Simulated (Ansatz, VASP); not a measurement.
**Cross-check of Sn between VASP and Ansatz**

Aim: how closely do two programs agree when they are given the same cell, functional and k mesh? The cell is taken from a series of runs on this material, whose earlier steps may have relaxed, scaled, displaced or heated it; both programs get it as it stands.

Calculated with Ansatz 0.2.0; plane waves, with VASP 6.6.1 beside it; zone-centre phonons at LDA.

**1. Starting point**

Symmetry: I4_1/amd, No. 141, tetragonal system. The conventional cell has a = 4.547 Å, b = 4.547 Å, c = 6.603 Å, α = 90.00°, β = 90.00°, γ = 90.00°. Nearest to Sn lie 4 Sn at 2.81 Å.

**2. VASP: zone-centre phonons, LDA**

Second derivatives magnify differences that forces hide, and they need a tight electronic threshold.

Lines of VASP's logs that name or quote its potential files are left out, and so is its time.

Input file INCAR:

```
SYSTEM = Sn
PREC = Accurate
ENCUT = 500
EDIFF = 1E-08
NELM = 120
ISMEAR = 1
SIGMA = 0.2
LREAL = .FALSE.
ALGO = Normal
GGA = CA
NBANDS = 20
LORBIT = 11
LWAVE = .FALSE.
LCHARG = .FALSE.
ISIF = 2
IBRION = 8
LASPH = .TRUE.
GGA_COMPAT = .FALSE.
KPAR = 2
```

Input file POSCAR:

```
Sn
1.0
    0.0000000000      3.2151358962      3.3014643781
    3.2151358962      0.0000000000      3.3014643781
    3.2151358962      3.2151358962      0.0000000000
Sn
2
Direct
    0.5000000000      0.5000000000      0.5000000000
    0.7500000000      0.7500000000      0.7500000000
```

Input file KPOINTS:

```
Automatic mesh
0
Gamma
12 12 12
0 0 0
```

Potentials, in the order of the species: Sn_d (LDA family, release 64).

On the command line:

```bash
$ mpirun -np 2 vasp_std
```

Numbers of over 12 decimals in the logs are rounded to 6 here.

Output:

```text
[banner, memory and clock lines left out]
running    2 mpi-ranks, on    1 nodes
 distrk:  each k-point on    1 cores,    2 groups
 distr:  one band on    1 cores,    1 groups

 POSCAR found type information on POSCAR Sn
 POSCAR found :  1 types and       2 ions
 LDA part: xc-table for (Slater(with rela. corr.)+CA(PZ))
 , standard interpolation
 POSCAR, INCAR and KPOINTS ok, starting setup
 FFT: planning ... GRIDC
 FFT: planning ... GRID_SOFT
 FFT: planning ... GRID
 WAVECAR not read
 entering main loop
       N       E                     dE             d eps       ncg     rms          rms(c)
DAV:   1     0.221124986002E+03    0.22112E+03   -0.14811E+04  6556   0.200E+03
DAV:   2     0.145430890388E+02   -0.20658E+03   -0.20287E+03  6548   0.439E+02
DAV:   3    -0.829749532456E+01   -0.22841E+02   -0.22695E+02  7452   0.143E+02
DAV:   4    -0.903947932224E+01   -0.74198E+00   -0.74154E+00  7412   0.291E+01
DAV:   5    -0.906529805090E+01   -0.25819E-01   -0.25818E-01  8956   0.530E+00    0.330E+00
DAV:   6    -0.898024376696E+01    0.85054E-01   -0.41761E-02  8448   0.226E+00    0.186E+00
DAV:   7    -0.893827932684E+01    0.41964E-01   -0.61524E-02  6756   0.225E+00    0.145E-01
DAV:   8    -0.893884388560E+01   -0.56456E-03   -0.53813E-03  7524   0.838E-01    0.529E-02
DAV:   9    -0.893892882645E+01   -0.84941E-04   -0.17293E-04  8560   0.100E-01    0.144E-02
DAV:  10    -0.893892907316E+01   -0.24671E-06   -0.13630E-05  8748   0.424E-02    0.396E-03
DAV:  11    -0.893892945568E+01   -0.38252E-06   -0.10709E-06  7052   0.704E-03    0.148E-03
DAV:  12    -0.893892945281E+01    0.28735E-08   -0.53003E-08  7412   0.216E-03
   1 F= -.89389295E+01 E0= -.89388051E+01  d E =-.373124E-03
 Linear response reoptimize wavefunctions to high precision
DAV:   1    -0.893892945416E+01   -0.13542E-08   -0.49824E-09  6392   0.584E-04
DAV:   2    -0.893892945419E+01   -0.21828E-10   -0.41647E-10  4224   0.210E-04
 Linear response DOF=           2
 Linear response progress:
  Degree of freedom:   1/  2
       N       E                     dE             d eps       ncg     rms          rms(c)
RMM:   1    -0.216399153415E+00   -0.21640E+00    0.60913E-01 23892   0.103E+01
RMM:   2    -0.223294484693E+00   -0.68953E-02   -0.20257E-02 33345   0.119E+00    0.695E-02
RMM:   3    -0.223475155342E+00   -0.18067E-03   -0.16691E-03 35047   0.329E-01    0.321E-02
RMM:   4    -0.223391602687E+00    0.83553E-04   -0.11752E-04 35009   0.992E-02    0.110E-02
RMM:   5    -0.223388024634E+00    0.35781E-05   -0.18194E-05 35741   0.327E-02    0.387E-03
RMM:   6    -0.223390193923E+00   -0.21693E-05   -0.12775E-06 35351   0.967E-03    0.178E-03
RMM:   7    -0.223390359031E+00   -0.16511E-06   -0.50303E-07 35230   0.348E-03    0.359E-04
RMM:   8    -0.223388235694E+00    0.21233E-05   -0.13103E-07 36031   0.128E-03    0.253E-04
RMM:   9    -0.223386946579E+00    0.12891E-05   -0.93412E-08 36042   0.518E-04    0.400E-05
RMM:  10    -0.223387257235E+00   -0.31066E-06   -0.70149E-08 37492   0.229E-04    0.339E-05
RMM:  11    -0.223387161470E+00    0.95765E-07   -0.94865E-08 36675   0.124E-04    0.752E-06
RMM:  12    -0.223387138930E+00    0.22540E-07   -0.73078E-08 38809   0.760E-05    0.578E-06
RMM:  13    -0.223387124007E+00    0.14923E-07   -0.26730E-08 38178   0.557E-05    0.207E-06
RMM:  14    -0.223387112974E+00    0.11033E-07   -0.23440E-08 38836   0.464E-05    0.937E-07
RMM:  15    -0.223387099538E+00    0.13436E-07   -0.10279E-08 37735   0.422E-05    0.559E-07
RMM:  16    -0.223387104316E+00   -0.47780E-08   -0.77765E-09 30721   0.396E-05    0.468E-07
 first order change of Fermi-energy   0.13618E-04
 force on displaced ion       1 direction 1 :  -7.323  -0.000  -0.000
 Linear response progress:
  Degree of freedom:   2/  2
       N       E                     dE             d eps       ncg     rms          rms(c)
RMM:   1    -0.216620335304E+00   -0.21662E+00    0.57743E-01 14053   0.102E+01
RMM:   2    -0.223465330424E+00   -0.68450E-02   -0.20365E-02 19627   0.119E+00    0.708E-02
RMM:   3    -0.223651121409E+00   -0.18579E-03   -0.16884E-03 20588   0.330E-01    0.328E-02
RMM:   4    -0.223571013594E+00    0.80108E-04   -0.11730E-04 20678   0.995E-02    0.110E-02
RMM:   5    -0.223569510455E+00    0.15031E-05   -0.14645E-05 21003   0.328E-02    0.380E-03
RMM:   6    -0.223571404983E+00   -0.18945E-05   -0.96211E-07 20657   0.981E-03    0.173E-03
RMM:   7    -0.223571145894E+00    0.25909E-06    0.10765E-08 20707   0.356E-03    0.333E-04
RMM:   8    -0.223568862952E+00    0.22829E-05    0.24355E-07 21193   0.131E-03    0.212E-04
RMM:   9    -0.223567671935E+00    0.11910E-05    0.72407E-08 21168   0.524E-04    0.395E-05
RMM:  10    -0.223567972009E+00   -0.30007E-06    0.13518E-07 22010   0.236E-04    0.347E-05
RMM:  11    -0.223567848879E+00    0.12313E-06    0.12906E-07 21465   0.125E-04    0.963E-06
RMM:  12    -0.223567831767E+00    0.17113E-07    0.96366E-08 22668   0.763E-05    0.609E-06
RMM:  13    -0.223567807271E+00    0.24496E-07    0.73472E-08 22182   0.544E-05    0.121E-06
RMM:  14    -0.223567799529E+00    0.77421E-08    0.41579E-08 22951   0.435E-05    0.130E-06
 first order change of Fermi-energy   0.24956E-03
 force on displaced ion       1 direction 3 :  -0.000  -0.000  -7.404
 Linear response finished
```

From OUTCAR (step 2):

```text
ion  position               nearest neighbor table
   1  0.500  0.500  0.500-   2 2.81   2 2.81   2 2.81   2 2.81
   2  0.750  0.750  0.750-   1 2.81   1 2.81   1 2.81   1 2.81

  LATTYP: Found a body centered tetragonal cell.
 ALAT       =     4.5468887893
 C/A-ratio  =     1.4521861128

 Subroutine GETGRP returns: Found 16 space group operations
 (whereof  8 operations were pure point group operations)

The static configuration has the point symmetry D_2d.
 The point group associated with its full space group is D_4h.

 Found    163 irreducible k-points:

   k-points           NKPTS =    163   k-points in BZ     NKDIM =    163   number of bands    NBANDS=     20

   dimension x,y,z NGX =    36 NGY =   36 NGZ =   36
   dimension x,y,z NGXF=    72 NGYF=   72 NGZF=   72

   ENCUT  =  500.0 eV  36.75 Ry    6.06 a.u.   8.40  8.40  8.29*2*pi/ulx,y,z

   NELECT =      28.0000    total number of electrons

 k-points in reciprocal lattice and weights: Automatic mesh
   0.00000000  0.00000000  0.00000000       0.001
   0.08333333 -0.00000000  0.00000000       0.005
   0.16666667 -0.00000000  0.00000000       0.005
   0.25000000  0.00000000  0.00000000       0.005
   0.33333333  0.00000000  0.00000000       0.005
   0.41666667  0.00000000  0.00000000       0.005
   0.50000000  0.00000000  0.00000000       0.002
   0.08333333  0.08333333  0.00000000       0.001
   0.16666667  0.08333333  0.00000000       0.005
[...]
-0.33333333  0.16666667  0.50000000       0.002
  -0.25000000  0.25000000  0.50000000       0.001

 average (electrostatic) potential at core
       1-101.3856       2-101.3856

  Total        0.0039726      0.0039726     -0.3685855      0.0000000      0.0000000      0.0000000
  in kB        0.0932511      0.0932511     -8.6519401      0.0000000      0.0000000      0.0000000
  external PRESSURE =      -2.8218126 kB  Pullay stress =       0.0000000 kB

  energy-cutoff  :      500.00
  volume of cell :       68.26
      direct lattice vectors                 reciprocal lattice vectors
     0.000000000  3.215135896  3.301464378    -0.155514422  0.155514422  0.151447946
     3.215135896  0.000000000  3.301464378     0.155514422 -0.155514422  0.151447946
     3.215135896  3.215135896  0.000000000     0.155514422  0.155514422 -0.151447946

 POSITION                                       TOTAL-FORCE (eV/Angst)
 -----------------------------------------------------------------------------------
      3.21514      3.21514      3.30146        -0.000000     -0.000000      0.000000
      4.82270      4.82270      4.95220         0.000000      0.000000     -0.000000
 -----------------------------------------------------------------------------------
    total drift:                                0.000000      0.000000      0.000000

 Eigenvectors and eigenvalues of the dynamical matrix
 ----------------------------------------------------

   1 f  =    5.521477 THz    34.692464 2PiTHz  184.176654 cm-1    22.834984 meV
             X         Y         Z           dx          dy          dz
      3.215136  3.215136  3.301464     0.000000    0.000000    0.707107
      4.822704  4.822704  4.952197     0.000000    0.000000   -0.707107

   2 f  =    5.491129 THz    34.501782 2PiTHz  183.164355 cm-1    22.709475 meV
             X         Y         Z           dx          dy          dz
      3.215136  3.215136  3.301464     0.707107    0.000000   -0.000000
      4.822704  4.822704  4.952197    -0.707107   -0.000000   -0.000000

   3 f  =    5.491129 THz    34.501782 2PiTHz  183.164355 cm-1    22.709475 meV
             X         Y         Z           dx          dy          dz
      3.215136  3.215136  3.301464    -0.000000    0.707107   -0.000000
      4.822704  4.822704  4.952197     0.000000   -0.707107   -0.000000

   4 f  =    0.000000 THz     0.000000 2PiTHz    0.000002 cm-1     0.000000 meV
             X         Y         Z           dx          dy          dz
      3.215136  3.215136  3.301464     0.084662   -0.384884   -0.587109
      4.822704  4.822704  4.952197     0.084662   -0.384884   -0.587109

   5 f  =    0.000000 THz     0.000000 2PiTHz    0.000001 cm-1     0.000000 meV
             X         Y         Z           dx          dy          dz
      3.215136  3.215136  3.301464     0.701613    0.066526    0.057562
      4.822704  4.822704  4.952197     0.701613    0.066526    0.057562

   6 f/i=    0.000000 THz     0.000001 2PiTHz    0.000004 cm-1     0.000000 meV
             X         Y         Z           dx          dy          dz
      3.215136  3.215136  3.301464    -0.023905    0.589439   -0.389859
      4.822704  4.822704  4.952197    -0.023905    0.589439   -0.389859

 ELASTIC MODULI CONTR FROM IONIC RELAXATION (kBar)
 Direction    XX          YY          ZZ          XY          YZ          ZX
 --------------------------------------------------------------------------------
 XX           0.0000      0.0000      0.0000      0.0000      0.0000      0.0000
 YY           0.0000      0.0000      0.0000      0.0000      0.0000      0.0000
 ZZ           0.0000      0.0000      0.0000      0.0000      0.0000      0.0000
 XY           0.0000      0.0000      0.0000   -217.5694     -0.0000      0.0000
 YZ           0.0000      0.0000      0.0000      0.0000   -228.0720     -0.0000
 ZX           0.0000      0.0000      0.0000      0.0000     -0.0000   -196.9967
 --------------------------------------------------------------------------------
```

**3. Ansatz: zone-centre phonons, LDA**

Ansatz runs on its PAW soft_1 files.

The same cell, functional (in two slightly different forms), mesh and smearing now go to Ansatz, which takes its cutoff from its data sets.

Input file input.yaml:

```yaml
crystal:
  lattice:
    - [0.0, 3.2151358962, 3.3014643781]
    - [3.2151358962, 0.0, 3.3014643781]
    - [3.2151358962, 3.2151358962, 0.0]
  atoms:
    - { symbol: Sn, position: [0.5, 0.5, 0.5] }
    - { symbol: Sn, position: [0.75, 0.75, 0.75] }
kpoints:
  mp_grid: { grid: [12, 12, 12] }
hamiltonian:
  xc: lda
  pseudopotentials: { kind: paw, azcp: { folder: soft_1 }, xc_functional: pbe }
scf:
  occupations: { method: methfessel_paxton, width: 0.2 }
output:
  eigenvalues: true
phonons:
  method: dfpt
```

On the command line:

```bash
$ ansatz run input.yaml --threads 4 --pin off --max-ram 10240MiB --backend cpu --events-out ev --progress --plain --runs-dir out
```

Output:

```text
zone centre: on kpoints.mp_grid the ground state, and the responses unless they are solved on pairs of k-points, stand on 280 of the mesh's 1728 k-points, reduced under 4 symmetry operations, with k and −k counted as one. Each operation leaves every solved displacement unchanged or reverses it
Engine: ansatz 0.2.0, aarch64-unknown-linux-gnu
Pseudopotentials: kind: paw
Pseudopotential: Sn, paw, valence charge 14, recommended cutoff 420 eV (normal), soft_1/Sn.paw.azcp
Functional definition: SPW92
  exchange = slater_x
  correlation = pw_c
Crystal: 2 atoms, lattice volume = 68.255 Å³
Basis set: ecut = 420 eV, 1371 PW (Γ), exchange–correlation on 64×64×64 points (8 copies of the dense FFT grid, shifted against one another)
Bands: 18, of which v1, the nominal top of the filled ones, is band 14 counted from 1 (13 counted from 0)
Symmetry: 16 space group operations
k-points: 280 of 1728 (irreducible under 4 space group operations, time reversal used)
Non-local potential: Sn, projectors of the file, l = 0: 2, l = 1: 2, l = 2: 2, l = 3: 1
PAW form: soft (Blöchl's): semilocal exchange-correlation on the pseudo side does not see the compensation charge
PAW frozen core: Sn, regenerated for the run's functional, and the local potential with it (the file was generated under x = pbe(κ = 0.804, μ = 0.219515), c = pbe(β = 0.066725))
PAW one-centre angular grid: Sn, 590 points (default); XC on 64 Gauss nodes
Initial density: superposition of atomic densities (chi_scale 0.1, normalization cell)
Initial wavefunctions: pseudopotential atomic-orbital guess
Functional: x = slater, c = lda
SCF iter   1: F=—  HF=-11759.274400 eV  |F-HF|=—  |Δ(HF+E_count)|=         —  Δρ=2.24e-2  dr2=3.85e-1  ethr=3.10e-3  ⟨swp⟩=5.6  Hψ=26130  notcnv=0
preconditioner: auto → Kerker (q_TF=auto, 2.352 Å⁻¹)  [metal: Δε(μ)=0.028 eV  Ē_g=19.938 eV  σ=0.200 eV  W_gap=0.12  n_scr=14 (ndim 8)  ℏωp=23.8 eV  f_vac=0.004  D(μ)=0.16/eV (n_scr^D=0)]
SCF iter   2: F=—  HF=-11759.197951 eV  |F-HF|=—  |Δ(HF+E_count)|=   7.64e-2  S|Δr|=    0.00e0  Δρ=1.42e-2  dr2=1.81e-1  ethr=1.37e-3  ⟨swp⟩=1.0  Hψ=7281  notcnv=0
SCF iter   3: F=—  HF=-11759.147904 eV  |F-HF|=—  |Δ(HF+E_count)|=   5.00e-2  S|Δr|=    0.00e0  Δρ=3.10e-3  dr2=1.75e-2  ethr=6.46e-4  ⟨swp⟩=1.3  Hψ=5407  notcnv=0
SCF iter   4: F=—  HF=-11759.145405 eV  |F-HF|=—  |Δ(HF+E_count)|=   2.50e-3  S|Δr|=    0.00e0  Δρ=1.55e-3  dr2=3.02e-3  ethr=6.26e-5  ⟨swp⟩=2.0  Hψ=6071  notcnv=0
SCF iter   5: F=—  HF=-11759.145568 eV  |F-HF|=—  |Δ(HF+E_count)|=   1.63e-4  S|Δr|=    0.00e0  Δρ=2.57e-4  dr2=5.19e-5  ethr=1.08e-5  ⟨swp⟩=2.0  Hψ=6161  notcnv=0
SCF iter   6: F=—  HF=-11759.145589 eV  |F-HF|=—  |Δ(HF+E_count)|=   2.05e-5  S|Δr|=    0.00e0  Δρ=5.01e-5  dr2=1.40e-6  ethr=1.86e-7  ⟨swp⟩=2.0  Hψ=6182  notcnv=0
SCF iter   7: F=—  HF=-11759.145590 eV  |F-HF|=—  |Δ(HF+E_count)|=   1.88e-6  S|Δr|=    0.00e0  Δρ=8.09e-6  dr2=3.11e-8  ethr=4.99e-9  ⟨swp⟩=3.0  Hψ=8975  notcnv=0
SCF iter   8: F=—  HF=-11759.145591 eV  |F-HF|=—  |Δ(HF+E_count)|=   6.15e-8  S|Δr|=    0.00e0  Δρ=1.41e-6  dr2=1.72e-9  ethr=1.11e-10  ⟨swp⟩=3.0  Hψ=9057  notcnv=0
SCF iter   9: F=—  HF=-11759.145591 eV  |F-HF|=—  |Δ(HF+E_count)|=   1.15e-9  S|Δr|=    0.00e0  Δρ=2.90e-7  dr2=4.26e-11  ethr=6.14e-12  ⟨swp⟩=2.4  Hψ=8872  notcnv=0
SCF iter  10: F=-11759.145591 eV  HF=-11759.145591 eV  |F-HF|=1.82e-12  |Δ(HF+E_count)|=  4.18e-11  S|Δr|=    0.00e0  Δρ=5.59e-8  dr2=1.50e-12  ethr=1.00e-12  ⟨swp⟩=6.1  Hψ=22264  notcnv=0
SCF 1 converged in 10 iterations: F = -11759.145591 eV  dr2 = 1.50e-12
  greatest PAW one-centre occupation: 0.992 electrons in one spin orbital (limit 2), on the Sn atom at site 1 (counted from 0), in its partial waves of l = 2
DFPT response loops at Γ: preconditioner auto → Kerker (q_TF=auto, 2.352 Å⁻¹) (partly filled bands, converged f_vac=0.084); β = 1.00, the filter's whole step (`scf.mixing.beta` (0.50) is not read by the response loops under this deck's `scf.mixing.preconditioner`; to damp them name `kerker` or `kerker_dos`, under which they read `scf.mixing.beta`, and type it under 1.00, their step now; both keys bind the ground state too); Broyden in place of MSR1
SCF converged after 10 iterations
Stability not checked: this state was not tested for a lower state beside it, because cold or Methfessel-Paxton smearing, or corrected tetrahedra, fill the levels in a way that the test cannot read (fill_not_monotonic; see scf.lower_state_search)
Free energy (F): -11759.145591 eV
Harris-Foulkes:  -11759.145591 eV  (|F-HF|=1.82e-12)
Internal energy: -11759.145234 eV  (E = F + TS)
E sigma→0 (E₀):  -11759.145502 eV
Entropy (-TS):   -0.000356 eV (-0.178 meV/atom)
Fermi energy:    7.535755 eV
--- Per-component energies (eV) ---
  E_band       = -254.322262
  E_kinetic    = 339.102545
  E_local      = -2627.849832  (includes V_loc(G=0)·N_el)
  E_nonlocal   = 298.981379
  E_hartree    = 1274.879760
  E_xc         = -249.993285
  E_vxc        = -162.286468  (∫ρ·V_xc dr)
  E_paw        = -8451.318942  (= ΣΔE_a)
  E_vpaw       = -652.029985  (= ΣTr[D̂ρ^β])
  E_aug_tail   = 0.000546  (compensation charges beyond the density's cutoff)
  E_ewald      = -2343.797188
  E_core_change = 0.849782  (= ΣΔE_core)
  E_smearing   = -0.000356  (= −TS)
  E_closure    = 0.000000  (closes the sum)
  Σ components = -11759.145591   (vs F -11759.145591, Δ=0.00e0)
--- Band table (eV; the first three rows and the last of 280) ---
  k-point 0: bands = [... 10 lower, -3.1099, 6.7090, 7.5296, 7.7099, 7.7099, 9.6805, 9.6805, 9.7887]
  k-point 1: bands = [... 10 lower, -3.0425, 5.8958, 7.4431, 7.5700, 8.0101, 9.8650, 9.8834, 10.0382]
  k-point 2: bands = [... 10 lower, -2.8434, 4.6653, 7.1384, 7.2746, 8.0167, 10.2596, 10.2836, 10.8612]
  k-point 279: bands = [... 10 lower, -0.0854, -0.0854, 5.1981, 5.1981, 8.4345, 8.4345, 15.1880, 15.1880]
--- Phonons (Γ-DFPT): 2 representative perturbations + reference, on 280 of 1728 k-points (Σ response iterations 6) ---
  k mesh reduced under 4 symmetry operations, with k and −k counted as one. Each operation leaves every solved displacement unchanged or reverses it
  ASR residual: 1.286e-5 → 0.000e0 eV/Å²; symmetrization residual: 1.508e-12 eV/Å²
  ASR residual per site (eV/Å²): 1.29e-5 1.29e-5
  Γ frequencies (cm⁻¹): 0.00 0.00 0.00 182.05 182.05 183.74
  non-analytic LO–TO correction: not included (Born effective charges unavailable; polar crystals: no LO–TO splitting at Γ)
```

**4. Comparison**

Known differences besides the potentials themselves: the two LDA forms differ slightly; the cutoff is 420 eV in Ansatz and 500 eV in VASP; VASP's log shows a relativistic correction to its local exchange, Ansatz's none. Total energies have different zeros and are not compared.

Compared:

```
                  quantity  Ansatz   VASP  difference
optical mode 1 to 2 (cm⁻¹)   182.1  183.2     -0.61 %
     optical mode 3 (cm⁻¹)   183.7  184.2     -0.24 %
```

Modes are paired by rising frequency, not by their patterns, so a pair may set unlike modes beside each other; they are those without the splitting of longitudinal modes.

**5. Results**

* r.m.s. difference of the optical zone-centre modes, each program's sorted by frequency (zone-centre phonons, LDA): 0.94 cm⁻¹
* difference in optical mode 1 to 2 (zone-centre phonons, LDA): -0.6 %

**Reading.** The r.m.s. difference of the optical zone-centre modes, each program's sorted by frequency is 0.94 cm⁻¹ (zone-centre phonons, LDA). Among the rows given in per cent, the largest difference of the zone-centre phonons, LDA pair is in optical mode 1 to 2, -0.6 %. How closely two codes agree says nothing of how well the functional describes the real material.

[Lines on the potential files, build, host, timing and source positions are cut from VASP's logs without a mark.]

[Logs are printed without paths, hosts, clocks, repeated set-up lines and the standing remarks that a program may print on its own settings, such as how far it seeks lower states.]

[Hosts, paths, dates, database ids (printed as entryN), source tags and the programs' standing remarks are cut or masked in the printed files.]
